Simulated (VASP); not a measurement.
# How SCF solver and SCF threshold change a VASP run on Bi

How sensitive are energy and pressure of Bi to the SCF solver and SCF threshold? The series runs use PBEsol. The SCF solver tried: ALGO = Normal; ALGO = Fast; ALGO = VeryFast; ALGO = All; ALGO = Damped; AMIX = 0.1, BMIX = 0.01; AMIX = 0.8; IMIX = 1, AMIX = 0.2. The SCF threshold tried: EDIFF = 0.01; EDIFF = 0.001; EDIFF = 1E-04; EDIFF = 1E-05; EDIFF = 1E-06; EDIFF = 1E-08. This is not the structure that Bi takes at ambient conditions. The start is a computed cell from the Materials Project.

Main program and level: VASP 6.6.1; PBEsol; plane waves and PAW (Bi_d).

Report form: the programs' logs are mostly left out.

The starting crystal is not the ambient structure of Bi (space group No. 166); it is a model or a phase of other conditions.

**1. The starting structure**

Symmetry: Im-3m, No. 229, cubic system. Conventional cell: a = 3.963 Å, b = 3.963 Å, c = 3.963 Å, α = 90.00°, β = 90.00°, γ = 90.00°. Nearest to Bi lie 8 Bi at 3.43 Å.

As a file:

```
Bi
1.0
    -1.98143    1.98143    1.98143
     1.98143   -1.98143    1.98143
     1.98143    1.98143   -1.98143
Bi
1
Direct
  0.00000 0.00000 0.00000
```

**2. SCF solver: ALGO = Normal**

All solvers should reach one answer; they differ in cycles and robustness. PBEsol restores the gradient expansion of exchange and is tuned for the cells of solids.

INCAR reads:

```
SYSTEM = Bi
PREC = Accurate
ENCUT = 400
EDIFF = 1E-06
NELM = 100
ISMEAR = -1
SIGMA = 0.05
LREAL = .FALSE.
ALGO = Normal
GGA = PS
NBANDS = 13
LORBIT = 11
LWAVE = .FALSE.
LCHARG = .FALSE.
KPAR = 2
ISIF = 2
```

POSCAR reads:

```
Bi
1.0
   -1.9814305318      1.9814305318      1.9814305318
    1.9814305318     -1.9814305318      1.9814305318
    1.9814305318      1.9814305318     -1.9814305318
Bi
1
Direct
    0.0000000000      0.0000000000      0.0000000000
```

KPOINTS reads:

```
Automatic mesh
0
Gamma
7 7 7
0 0 0
```

PAW data sets: Bi_d (PBE family, release 64).

The run is started by

```
mpirun -np 2 vasp_std
```

It took 3 s on 2 MPI ranks of AMD EPYC 7R43, shared host; peak memory 0.2 GiB.

This run has no spin polarisation. Its electron count is odd, so without a moment it is a metal by construction. The k-mesh is coarse for a metal. The PAW data sets were made with PBE, which is usual practice but a small mismatch for other functionals.

Numbers from this step:

```yaml
scf_cycles: 10
electrons: 15
bands: 13
irreducible_k_points: 20
symmetry_operations: 48
free_energy_toten: -4.177 eV
energy_at_zero_smearing: -4.173 eV
fermi_energy: 7.692 eV
pressure: -1.093 GPa
metallic_judged_on_the_points_sampled: yes
```

The series starts at -4.1729 eV an atom and -1.09 GPa, after 10 cycles in 3 s.

**3. SCF solver: ALGO = Fast**

Changes to INCAR since step 2:

```diff
@@ -8,3 +8,3 @@
 LREAL = .FALSE.
-ALGO = Normal
+ALGO = Fast
 GGA = PS
```

POSCAR is that of step 2.

KPOINTS is that of step 2.

The run is started by

```
mpirun -np 2 vasp_std
```

Run time: 3.8 s. Hardware: 2 MPI ranks; peak memory 0.19 GiB.

Against the first of the series the energy stays within 0.01 meV an atom; the pressure moves by +0.04 GPa, after 12 cycles in 3.8 s.

**4. SCF solver: ALGO = VeryFast**

Changes to INCAR since step 3:

```diff
@@ -8,3 +8,3 @@
 LREAL = .FALSE.
-ALGO = Fast
+ALGO = VeryFast
 GGA = PS
```

POSCAR is that of step 3.

KPOINTS is that of step 3.

The run is started by

```
mpirun -np 2 vasp_std
```

The job ended after 4.4 s (2 MPI ranks; peak memory 0.2 GiB; 7.7 s of CPU time).

Against the first of the series the energy stays within 0.01 meV an atom; the pressure moves by -0.02 GPa, after 19 cycles in 4.4 s.

**5. SCF solver: ALGO = All**

Changes to INCAR since step 4:

```diff
@@ -8,3 +8,3 @@
 LREAL = .FALSE.
-ALGO = VeryFast
+ALGO = All
 GGA = PS
```

POSCAR is that of step 4.

KPOINTS is that of step 4.

The run is started by

```
mpirun -np 2 vasp_std
```

Elapsed: 3.8 s, on 2 MPI ranks; peak memory 0.2 GiB.

Against the first of the series the energy stays within 0.01 meV an atom; the pressure moves by -0.02 GPa, after 14 cycles in 3.8 s.

**6. SCF solver: ALGO = Damped**

Changes to INCAR since step 5:

```diff
@@ -8,3 +8,3 @@
 LREAL = .FALSE.
-ALGO = All
+ALGO = Damped
 GGA = PS
```

POSCAR is that of step 5.

KPOINTS is that of step 5.

The run is started by

```
mpirun -np 2 vasp_std
```

It took 4 s on 2 MPI ranks; peak memory 0.2 GiB; 6.6 s of CPU time.

Against the first of the series the energy stays within 0.01 meV an atom; the pressure moves by -0.01 GPa, after 18 cycles in 4 s.

**7. SCF solver: AMIX = 0.1, BMIX = 0.01**

Changes to INCAR since step 6:

```diff
@@ -8,3 +8,3 @@
 LREAL = .FALSE.
-ALGO = Damped
+ALGO = Normal
 GGA = PS
@@ -16 +16,3 @@
 ISIF = 2
+AMIX = 0.1
+BMIX = 0.01
```

POSCAR is that of step 6.

KPOINTS is that of step 6.

The run is started by

```
mpirun -np 2 vasp_std
```

Run time: 3.4 s. Hardware: 2 MPI ranks; peak memory 0.19 GiB; 5.8 s of CPU time.

Against the first of the series the energy stays within 0.01 meV an atom and the pressure within 0.01 GPa, after 13 cycles in 3.4 s.

**8. SCF solver: AMIX = 0.8**

Changes to INCAR since step 7:

```diff
@@ -16,3 +16,2 @@
 ISIF = 2
-AMIX = 0.1
-BMIX = 0.01
+AMIX = 0.8
```

POSCAR is that of step 7.

KPOINTS is that of step 7.

The run is started by

```
mpirun -np 2 vasp_std
```

Wall time 2.8 s (2 MPI ranks); peak memory 0.19 GiB.

Against the first of the series the energy stays within 0.01 meV an atom; the pressure moves by -0.02 GPa, after 10 cycles in 2.8 s.

**9. SCF solver: IMIX = 1, AMIX = 0.2**

Changes to INCAR since step 8:

```diff
@@ -16,2 +16,3 @@
 ISIF = 2
-AMIX = 0.8
+IMIX = 1
+AMIX = 0.2
```

POSCAR is that of step 8.

KPOINTS is that of step 8.

The run is started by

```
mpirun -np 2 vasp_std
```

Wall time 4.6 s (2 MPI ranks); peak memory 0.19 GiB.

Against the first of the series the energy stays within 0.01 meV an atom; the pressure moves by -0.08 GPa, after 20 cycles in 4.6 s.

**10. The SCF solver series as a table**

This step: convergence of PBEsol results with the solver; plane waves and PAW (VASP 6.6.1).

No new run; the numbers come from the runs before.

Differences are taken from the run with ALGO = Normal. Results of the series, by row:

```
                setting     status  energy less the reference (meV/atom)  pressure (GPa)  SCF cycles  wall time (s)
          ALGO = Normal  converged                                     0          -1.093          10              3
            ALGO = Fast  converged                              -3.80e-4          -1.051          12            3.8
        ALGO = VeryFast  converged                              -2.00e-4          -1.111          19            4.4
             ALGO = All  converged                               4.10e-4          -1.109          14            3.8
          ALGO = Damped  converged                               8.80e-4          -1.099          18              4
AMIX = 0.1, BMIX = 0.01  converged                               1.60e-4          -1.097          13            3.4
             AMIX = 0.8  converged                               2.00e-5          -1.112          10            2.8
   IMIX = 1, AMIX = 0.2  converged                               1.30e-4          -1.172          20            4.6
```

**11. SCF threshold: EDIFF = 0.01**

This step: PBEsol; plane waves and PAW (Bi_d) (VASP 6.6.1).

EDIFF stops the electronic loop; forces need it tighter than energies do.

Changes to INCAR since step 9:

```diff
@@ -3,3 +3,3 @@
 ENCUT = 400
-EDIFF = 1E-06
+EDIFF = 0.01
 NELM = 100
@@ -16,3 +16 @@
 ISIF = 2
-IMIX = 1
-AMIX = 0.2
```

POSCAR is that of step 9.

KPOINTS is that of step 9.

The run is started by

```
mpirun -np 2 vasp_std
```

Run time: 2 s. Hardware: 2 MPI ranks; peak memory 0.19 GiB; 2.9 s of CPU time.

Numbers from this step:

- SCF cycles: 6
- free energy (TOTEN): -4.178 eV
- energy at zero smearing: -4.174 eV
- Fermi energy: 7.717 eV
- pressure: -5.857 GPa

The series starts at -4.1742 eV an atom and -5.86 GPa, after 6 cycles in 2 s.

**12. SCF threshold: EDIFF = 0.001**

Changes to INCAR since step 11:

```diff
@@ -3,3 +3,3 @@
 ENCUT = 400
-EDIFF = 0.01
+EDIFF = 0.001
 NELM = 100
```

POSCAR is that of step 11.

KPOINTS is that of step 11.

The run is started by

```
mpirun -np 2 vasp_std
```

The job ended after 2.6 s (2 MPI ranks; peak memory 0.2 GiB; 3.9 s of CPU time).

Against the run before the energy moves by +1.32 meV an atom and the pressure by +4.55 GPa, after 8 cycles in 2.6 s.

**13. SCF threshold: EDIFF = 1E-04**

Changes to INCAR since step 12:

```diff
@@ -3,3 +3,3 @@
 ENCUT = 400
-EDIFF = 0.001
+EDIFF = 1E-04
 NELM = 100
```

POSCAR is that of step 12.

KPOINTS is that of step 12.

The run is started by

```
mpirun -np 2 vasp_std
```

The job ended after 2.6 s (2 MPI ranks; peak memory 0.19 GiB; 4 s of CPU time).

Against the run before the energy moves by -0.01 meV an atom and the pressure by +0.10 GPa, after 8 cycles in 2.6 s.

**14. SCF threshold: EDIFF = 1E-05**

Changes to INCAR since step 13:

```diff
@@ -3,3 +3,3 @@
 ENCUT = 400
-EDIFF = 1E-04
+EDIFF = 1E-05
 NELM = 100
```

POSCAR is that of step 13.

KPOINTS is that of step 13.

The run is started by

```
mpirun -np 2 vasp_std
```

Wall time 2.8 s (2 MPI ranks); peak memory 0.19 GiB.

Against the run before the energy stays within 0.01 meV an atom; the pressure moves by +0.17 GPa, after 9 cycles in 2.8 s.

**15. SCF threshold: EDIFF = 1E-06**

Changes to INCAR since step 14:

```diff
@@ -3,3 +3,3 @@
 ENCUT = 400
-EDIFF = 1E-05
+EDIFF = 1E-06
 NELM = 100
```

POSCAR is that of step 14.

KPOINTS is that of step 14.

The run is started by

```
mpirun -np 2 vasp_std
```

It took 3 s on 2 MPI ranks; peak memory 0.19 GiB; 4.9 s of CPU time.

Against the run before the energy stays within 0.01 meV an atom; the pressure moves by -0.06 GPa, after 10 cycles in 3 s.

**16. SCF threshold: EDIFF = 1E-08**

Changes to INCAR since step 15:

```diff
@@ -3,3 +3,3 @@
 ENCUT = 400
-EDIFF = 1E-06
+EDIFF = 1E-08
 NELM = 100
```

POSCAR is that of step 15.

KPOINTS is that of step 15.

The run is started by

```
mpirun -np 2 vasp_std
```

It took 3.2 s on 2 MPI ranks; peak memory 0.2 GiB; 5.3 s of CPU time.

Against the run before the energy stays within 0.01 meV an atom and the pressure within 0.01 GPa, after 12 cycles in 3.2 s.

**17. The SCF threshold series as a table**

This step: convergence of PBEsol results with the threshold; plane waves and PAW (VASP 6.6.1).

Derived from the runs above.

Differences are taken from the run with EDIFF = 1E-08. Results of the series, by row:

```
      setting     status  energy less the reference (meV/atom)  pressure (GPa)  SCF cycles  wall time (s)
 EDIFF = 0.01  converged                                -1.318          -5.857           6              2
EDIFF = 0.001  converged                               0.00381          -1.306           8            2.6
EDIFF = 1E-04  converged                              -0.00135          -1.203           8            2.6
EDIFF = 1E-05  converged                               3.00e-5          -1.036           9            2.8
EDIFF = 1E-06  converged                              -2.00e-5          -1.093          10              3
EDIFF = 1E-08  converged                                     0          -1.093          12            3.2
```

**18. Summary of results**

```yaml
fewest_scf_cycles: ALGO = Normal; AMIX = 0.8 (10)
most_scf_cycles_among_converged_runs: IMIX = 1, AMIX = 0.2 (20)
spread_of_the_pressure_over_the_scf_solver: 0.121 GPa
spread_of_the_energy_over_the_scf_solver: 0.00126 meV/atom
scf_threshold_from_which_the_energy_stays_within_10_mev_atom_of_the_reference: EDIFF = 0.01
scf_threshold_from_which_the_energy_stays_within_1_mev_atom_of_the_reference: EDIFF = 0.001
scf_threshold_from_which_the_pressure_stays_within_0p2_gpa_of_the_reference: EDIFF = 1E-04
spread_of_the_pressure_over_the_scf_threshold: 4.82 GPa
spread_of_the_energy_over_the_scf_threshold: 1.32 meV/atom
```

**Reading.** All SCF solvers that converged agree within 0.05 meV an atom. No setting beats the 3 s of ALGO = Normal by a fifth or more; the slowest converged run is IMIX = 1, AMIX = 0.2, at 4.6 s. On a shared host such times are rough. Yet the pressure of IMIX = 1, AMIX = 0.2 is -0.08 GPa off: EDIFF tests the energy, which is second order in the error of the density, while the stress is first order. From EDIFF = 0.001 on, the energy stays within 1 meV an atom of the reference, at 81 % of its time. The pressure holds within 0.2 GPa from EDIFF = 1E-04 on. The loosest stop saves 6 of 12 cycles and costs -1.3 meV an atom, -4.76 GPa. Forces vanish by symmetry in this cell, so the series can't test them.

[Lines on the potential files, build, host, timing and source positions are cut from VASP's logs without a mark.]

[Logs are printed without paths, hosts, clocks, repeated set-up lines and the standing remarks that a program may print on its own settings, such as how far it seeks lower states.]

[Hosts, paths, dates, database ids (printed as entryN), source tags and the programs' standing remarks are cut or masked in the printed files.]

[A measured line is paired with the nearest computed mode of its activity, which favours agreement.]

[In band tables of VASP the shares of atoms and orbitals are scaled to a sum of 1 inside the atoms' spheres.]
